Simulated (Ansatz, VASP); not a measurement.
**Cross-check of C (Diamond) between VASP and Ansatz**

One calculation is typed for both programs; each brings its own data sets. How far apart do they land? The structure shown comes from an earlier Ansatz run, which isn't shown and may have moved the atoms alone.

Method: plane waves, with VASP 6.6.1 beside it; elastic constants at PBE, in Ansatz 0.2.0.

**1. The starting structure**

The structure is cubic, space group Fd-3m (No. 227). The conventional cell has a = 3.572 Å, b = 3.572 Å, c = 3.572 Å, α = 90.00°, β = 90.00°, γ = 90.00°. C has 4 C at 1.55 Å nearest.

**2. Ansatz: elastic constants, PBE**

Ansatz runs on its PAW soft_1 files.

Elastic constants are differences of stresses under small strains, so they test the stress and the mesh.

input.yaml reads:

```yaml
crystal:
  lattice:
    - [0.0, 1.7858038299, 1.7858038299]
    - [1.7858038299, 0.0, 1.7858038299]
    - [1.7858038299, 1.7858038299, 0.0]
  atoms:
    - { symbol: C, position: [0.0, 0.0, 0.0] }
    - { symbol: C, position: [0.25, 0.25, 0.25] }
kpoints:
  mp_grid: { grid: [10, 10, 10] }
hamiltonian:
  xc: pbe
  pseudopotentials: { kind: paw, azcp: { folder: soft_1 } }
scf:
  occupations: { method: fixed }
output:
  forces: true
  stress: true
  eigenvalues: true
elastic:
  mode: relaxed_ion
  stencil: two_point
basis:
  ecutwfc: 320
```

On the command line:

```console
$ ansatz run input.yaml --threads 4 --pin off --max-ram 8192MiB --backend cpu --events-out ev --progress --plain --runs-dir out
```

Numbers of over 12 decimals in the logs are rounded to 6 here.

The program printed:

```text
Warning: basis.ecutwfc = 320 eV is below the records' recommended 420 eV, and the density's cutoff is lower with it unless basis.ecutrho_ratio is high enough to keep the records' density cutoff: compare with a run at a higher cutoff
Engine: ansatz 0.2.0, x86_64-unknown-linux-gnu
Pseudopotentials: kind: paw
Pseudopotential: C, paw, valence charge 4, recommended cutoff 420 eV (normal), soft_1/C.paw.azcp
Functional definition: PBE
  parameter kappa = 0.804
  parameter beta = 0.066725
  exchange = pbe_x(kappa = kappa, mu = beta*pi^2/3)
  correlation = pbe_c(beta = beta)
Crystal: 2 atoms, lattice volume = 11.390 Å³
Basis set: ecut = 320 eV, 169 PW (Γ), exchange–correlation on 30×30×30 points (8 copies of the dense FFT grid, shifted against one another)
Bands: 8, of which v1, the nominal top of the filled ones, is band 4 counted from 1 (3 counted from 0)
Symmetry: 48 space group operations
Space group: Fd-3m (ITA 227), of the structure as read, at distance tolerance 2.2e-5 Å
k-points: 47 of 1000
Non-local potential: C, projectors of the file, l = 0: 2, l = 1: 2, l = 2: 1
PAW form: soft (Blöchl's): semilocal exchange-correlation on the pseudo side does not see the compensation charge
PAW one-centre angular grid: C, 110 points (default); XC on 64 Gauss nodes
Initial density: superposition of atomic densities (chi_scale 0.1, normalization cell)
Initial wavefunctions: pseudopotential atomic-orbital guess
Functional: x = pbe(κ = 0.804, μ = 0.219515), c = pbe(β = 0.066725)
SCF iter   1: F=—  HF=-502.061495 eV  |F-HF|=—  |Δ(HF+E_count)|=         —  Δρ=1.37e-1  dr2=1.51e0  ethr=3.10e-3  ⟨swp⟩=3.8  Hψ=2164  notcnv=0  defer=72
preconditioner: auto → none  [insulator: Δε(μ)=4.849 eV  Ē_g=19.576 eV  n_scr=0 (ndim 8)  ℏωp=31.1 eV  f_vac=0.000  ε∞_Penn≈3.5]
SCF iter   2: F=—  HF=-501.574370 eV  |F-HF|=—  |Δ(HF+E_count)|=   4.87e-1  Δρ=5.53e-2  dr2=2.16e-1  ethr=3.10e-3  ⟨swp⟩=2.7  Hψ=1025  notcnv=0  defer=70
SCF iter   3: F=—  HF=-501.522187 eV  |F-HF|=—  |Δ(HF+E_count)|=   5.22e-2  Δρ=5.82e-3  dr2=1.25e-3  ethr=2.70e-3  ⟨swp⟩=3.0  Hψ=669  notcnv=0  defer=83
SCF iter   4: F=—  HF=-501.522603 eV  |F-HF|=—  |Δ(HF+E_count)|=   4.16e-4  Δρ=2.43e-4  dr2=2.81e-6  ethr=1.56e-5  ⟨swp⟩=2.6  Hψ=533  notcnv=0  defer=91
SCF iter   5: F=—  HF=-501.522602 eV  |F-HF|=—  |Δ(HF+E_count)|=   9.70e-7  Δρ=4.01e-5  dr2=4.48e-8  ethr=3.51e-8  ⟨swp⟩=2.0  Hψ=564  notcnv=0  defer=15
SCF iter   6: F=—  HF=-501.522602 eV  |F-HF|=—  |Δ(HF+E_count)|=   1.20e-7  Δρ=6.67e-6  dr2=1.87e-9  ethr=5.60e-10  ⟨swp⟩=2.2  Hψ=525  notcnv=0  defer=5
SCF iter   7: F=—  HF=-501.522602 eV  |F-HF|=—  |Δ(HF+E_count)|=  3.31e-10  Δρ=1.68e-6  dr2=1.22e-10  ethr=2.34e-11  ⟨swp⟩=1.0  Hψ=379  notcnv=0  defer=5
SCF iter   8: F=—  HF=-501.522602 eV  |F-HF|=—  |Δ(HF+E_count)|=  2.27e-11  Δρ=8.70e-8  dr2=3.54e-13  ethr=1.53e-12  ⟨swp⟩=1.6  Hψ=463  notcnv=0  defer=5
SCF iter   9: F=-501.522602 eV  HF=-501.522602 eV  |F-HF|=1.14e-13  |Δ(HF+E_count)|=  1.14e-13  Δρ=4.61e-9  dr2=6.18e-16  ethr=1.00e-12  ⟨swp⟩=5.1  Hψ=1616  notcnv=0
SCF 1 converged in 9 iterations: F = -501.522602 eV  dr2 = 6.18e-16
  greatest PAW one-centre occupation: 0.644 electrons in one spin orbital (limit 2), on the C atom at site 1 (counted from 0), in its partial waves of l = 0
Crystal: 2 atoms, lattice volume = 11.367 Å³
Symmetry: 16 space group operations
k-points: 102 of 1000
Initial density: handed on by an earlier stage of this run
Initial wavefunctions: those handed on with the density
iter 1 solved again at ethr=3.03e-7 eV; its pass at ethr=3.10e-3 eV (dr2=2.42e-5 eV) is discarded
SCF iter   1: F=—  HF=-501.522585 eV  |F-HF|=—  |Δ(HF+E_count)|=         —  Δρ=5.04e-4  dr2=2.38e-5  ethr=3.03e-7  ⟨swp⟩=1.9  Hψ=5309  notcnv=0  defer=139
preconditioner: auto → none  [insulator: Δε(μ)=4.142 eV  Ē_g=19.608 eV  n_scr=0 (ndim 8)  ℏωp=31.2 eV  f_vac=0.000  ε∞_Penn≈3.5]
SCF iter   2: F=—  HF=-501.522575 eV  |F-HF|=—  |Δ(HF+E_count)|=   1.05e-5  Δρ=1.93e-4  dr2=3.39e-6  ethr=2.97e-7  ⟨swp⟩=2.0  Hψ=1137  notcnv=0  defer=40
SCF iter   3: F=—  HF=-501.522574 eV  |F-HF|=—  |Δ(HF+E_count)|=   9.17e-7  Δρ=2.08e-5  dr2=1.56e-8  ethr=4.23e-8  ⟨swp⟩=2.0  Hψ=1224  notcnv=0
SCF iter   4: F=—  HF=-501.522574 eV  |F-HF|=—  |Δ(HF+E_count)|=   8.92e-8  Δρ=6.49e-7  dr2=2.00e-11  ethr=1.96e-10  ⟨swp⟩=2.5  Hψ=1167  notcnv=0
SCF iter   5: F=—  HF=-501.522574 eV  |F-HF|=—  |Δ(HF+E_count)|=  1.23e-11  Δρ=1.06e-7  dr2=3.34e-13  ethr=2.50e-13 (applied; sched 1.00e-12)  ⟨swp⟩=2.1  Hψ=1213  notcnv=0
SCF iter   6: F=-501.522574 eV  HF=-501.522574 eV  |F-HF|=2.27e-13  |Δ(HF+E_count)|=  6.82e-13  Δρ=4.66e-9  dr2=9.27e-16  ethr=1.00e-12  ⟨swp⟩=4.0  Hψ=2409  notcnv=0
SCF 2 converged in 6 iterations: F = -501.522574 eV  dr2 = 9.27e-16
Crystal: 2 atoms, lattice volume = 11.413 Å³
iter 1 solved again at ethr=8.23e-11 eV; its pass at ethr=3.10e-3 eV (dr2=6.59e-9 eV) is discarded
[...]
iter 1 solved again at ethr=1.52e-10 eV; its pass at ethr=3.10e-3 eV (dr2=1.21e-8 eV) is discarded
SCF iter   1: F=—  HF=-501.522549 eV  |F-HF|=—  |Δ(HF+E_count)|=         —  Δρ=1.48e-5  dr2=1.27e-8  ethr=1.52e-10  ⟨swp⟩=2.5  Hψ=9043  notcnv=0
preconditioner: auto → none  [insulator: Δε(μ)=4.185 eV  Ē_g=19.579 eV  n_scr=0 (ndim 8)  ℏωp=31.1 eV  f_vac=0.000  ε∞_Penn≈3.5]
SCF iter   2: F=—  HF=-501.522545 eV  |F-HF|=—  |Δ(HF+E_count)|=   3.99e-6  Δρ=6.10e-6  dr2=1.79e-9  ethr=1.52e-10  ⟨swp⟩=1.8  Hψ=1798  notcnv=0
SCF iter   3: F=—  HF=-501.522545 eV  |F-HF|=—  |Δ(HF+E_count)|=  2.66e-10  Δρ=6.59e-7  dr2=1.63e-11  ethr=2.24e-11  ⟨swp⟩=2.1  Hψ=1979  notcnv=0
SCF iter   4: F=-501.522545 eV  HF=-501.522545 eV  |F-HF|=5.68e-14  |Δ(HF+E_count)|=  8.24e-12  Δρ=2.88e-8  dr2=2.62e-14  ethr=1.00e-12  ⟨swp⟩=3.2  Hψ=4915  notcnv=0
SCF 5 converged in 4 iterations: F = -501.522545 eV  dr2 = 2.62e-14
relax step   2: F+E_penalty+E_count = -501.52254547 eV  Δ(F+E_penalty+E_count) = -4.004e-7 eV  max|allowed force component| = 3.078e-3 eV/Å  Δτ_max = 0.0000 Å  (4 SCF iters, accepted)
[...]
relax step   3: F+E_penalty+E_count = -501.52254560 eV  Δ(F+E_penalty+E_count) = -1.266e-7 eV  max|allowed force component| = 2.373e-7 eV/Å  Δτ_max = 0.0000 Å  (4 SCF iters, accepted)
[...]
relax step   1: F+E_penalty+E_count = -501.52254507 eV  Δ(F+E_penalty+E_count) = +0.000e0 eV  max|allowed force component| = 6.281e-3 eV/Å  Δτ_max = 0.0000 Å  (6 SCF iters, accepted)
[...]
relax step   2: F+E_penalty+E_count = -501.52254560 eV  Δ(F+E_penalty+E_count) = -5.270e-7 eV  max|allowed force component| = 4.993e-7 eV/Å  Δτ_max = 0.0001 Å  (4 SCF iters, accepted)
iter 1 solved again at ethr=1.00e-12 eV; its pass at ethr=3.10e-3 eV (dr2=1.22e-12 eV) is discarded
SCF iter   1: F=—  HF=-501.522550 eV  |F-HF|=—  |Δ(HF+E_count)|=         —  Δρ=1.97e-7  dr2=1.24e-12  ethr=1.00e-12  ⟨swp⟩=1.0  Hψ=8540  notcnv=0
SCF iter   2: F=—  HF=-501.522546 eV  |F-HF|=—  |Δ(HF+E_count)|=   3.99e-6  Δρ=1.18e-7  dr2=4.40e-13  ethr=1.55e-14 (applied; sched 1.00e-12)  ⟨swp⟩=3.3  Hψ=2680  notcnv=0
SCF iter   3: F=—  HF=-501.522546 eV  |F-HF|=—  |Δ(HF+E_count)|=  1.14e-13  Δρ=8.05e-8  dr2=2.06e-13  ethr=5.50e-15 (applied; sched 1.00e-12)  ⟨swp⟩=1.0  Hψ=1368  notcnv=0
SCF iter   4: F=-501.522546 eV  HF=-501.522546 eV  |F-HF|=1.14e-13  |Δ(HF+E_count)|=    0.00e0  Δρ=3.17e-8  dr2=3.20e-14  ethr=1.00e-12  ⟨swp⟩=3.9  Hψ=3663  notcnv=0
SCF 10 converged in 4 iterations: F = -501.522546 eV  dr2 = 3.20e-14
SCF converged after 9 iterations
Free energy (F): -501.522602 eV
Harris-Foulkes:  -501.522602 eV  (|F-HF|=1.14e-13)
Internal energy: -501.522602 eV  (E = F + TS)
E sigma→0 (E₀):  -501.522602 eV
Fermi energy:    13.263345 eV
--- Per-component energies (eV) ---
  E_band       = 34.564091
  E_kinetic    = 179.965016
  E_local      = -110.508308  (includes V_loc(G=0)·N_el)
  E_nonlocal   = 45.222819
  E_hartree    = 26.484348
  E_xc         = -95.512452
  E_vxc        = -117.966463  (∫ρ·V_xc dr)
  E_paw        = -199.686963  (= ΣΔE_a)
  E_vpaw       = -15.117743  (= ΣTr[D̂ρ^β])
  E_aug_tail   = 0.000074  (compensation charges beyond the density's cutoff)
  E_ewald      = -347.487135
  E_smearing   = -0.000000  (= −TS)
  E_closure    = 0.000000  (closes the sum)
  Σ components = -501.522602   (vs F -501.522602, Δ=0.00e0)
--- Forces (eV/Å), atoms counted from 1 ---
  atom   1  C      0.00000000    -0.00000000    -0.00000000
  atom   2  C      0.00000000    -0.00000000     0.00000000
  max |Σ_I F_I| component: 4.26e-16 eV/Å
--- Stress (GPa, compression-positive) ---
       -0.321413       0.000000      -0.000000
        0.000000      -0.321413      -0.000000
       -0.000000      -0.000000      -0.321413
  P = ⅓ Tr σ = -0.3214 GPa (-3.214 kbar)
--- Band table (eV; the first three rows and the last of 47) ---
  k-point 0: bands = ["-8.1656", "13.2633", "13.2633", "13.2633", "18.8528", "18.8528", "18.8528", "26.4123"]
  k-point 1: bands = ["-7.8883", "11.6100", "12.8349", "12.8349", "19.4472", "19.4472", "19.7999", "26.6618"]
  k-point 2: bands = ["-7.0648", "8.4113", "11.9585", "11.9585", "20.5708", "20.5708", "20.9925", "27.3571"]
  k-point 46: bands = ["1.2163", "1.2163", "5.1817", "5.1817", "22.6328", "22.6328", "26.7101", "26.7101"]
--- Elastic constants: 2 strain directions × 2 members + reference (group order 48) ---
  dense FFT box of the reference and of every strained cell: 15×15×15
  strains applied: 11, 23; error gains: componentwise 1.00 (the most a stress slope's error grows in a printed constant), spectral 1.73 (1 for all six strains in a standard setting)
  C = ∂σ_k/∂η_j (tension-positive GPa; Voigt order 11 22 33 23 13 12):
      1047.700    125.286    125.286     -0.000      0.000     -0.000
       125.286   1047.700    125.286     -0.000     -0.000      0.000
       125.286    125.286   1047.700     -0.000      0.000     -0.000
        -0.000      0.000      0.000    559.452     -0.000     -0.000
        -0.000     -0.000      0.000      0.000    559.452      0.000
        -0.000      0.000     -0.000     -0.000      0.000    559.452
  reference stress σ⁰ (GPa):      0.321      0.321      0.321      0.000      0.000     -0.000
  C* (energy form; C + prestress term) asymmetry max|C*_kj − C*_jk| = 4.263e-14 GPa — a small one proves nothing (zero by symmetry where the batch's group is 432, −43m or m−3m); a large one is finite-difference/SCF noise where every solve meets its electron count
  moduli (Voigt/Reuss/Hill, GPa): K = 432.76/432.76/432.76   G = 520.15/515.53/517.84   E = 1110.55   ν = 0.072
  mechanically stable: yes (min eigenvalue of sym C = 559.45 GPa)
  strain η (Voigt 11):  stress-route row diagonal C_11 = 1047.70 GPa, energy-path curvature d²(F+E_count+ΔE)/dδ²/Ω₀ = 1057.06 GPa
         δ    σ_11 (GPa)             F (eV)   n_scf  n_hpsi   n_pw
    -2.000e-3      -1.7850        -501.5225740       6   13525    169   relax 0 steps, max|allowed force component| 1.94e-16 eV/Å
     2.000e-3       2.4058        -501.5221891       4   10885    169   relax 0 steps, max|allowed force component| 1.94e-16 eV/Å
  strain η (Voigt 23):  stress-route row diagonal C_44 = 559.45 GPa, energy-path curvature d²(F+E_count+ΔE)/dδ²/Ω₀ = 561.34 GPa
         δ    σ_23 (GPa)             F (eV)   n_scf  n_hpsi   n_pw
    -2.000e-3      -1.1189        -501.5225456       4   17968    169   relax 3 steps, max|allowed force component| 2.37e-7 eV/Å
     2.000e-3       1.1189        -501.5225456       4   18047    169   relax 2 steps, max|allowed force component| 4.99e-7 eV/Å
```

(Continued in part 2 of 2.)

[Lines on the potential files, build, host, timing and source positions are cut from VASP's logs without a mark.]

[Logs are printed without paths, hosts, clocks, repeated set-up lines and the standing remarks that a program may print on its own settings, such as how far it seeks lower states.]

[Hosts, paths, dates, database ids (printed as entryN), source tags and the programs' standing remarks are cut or masked in the printed files.]
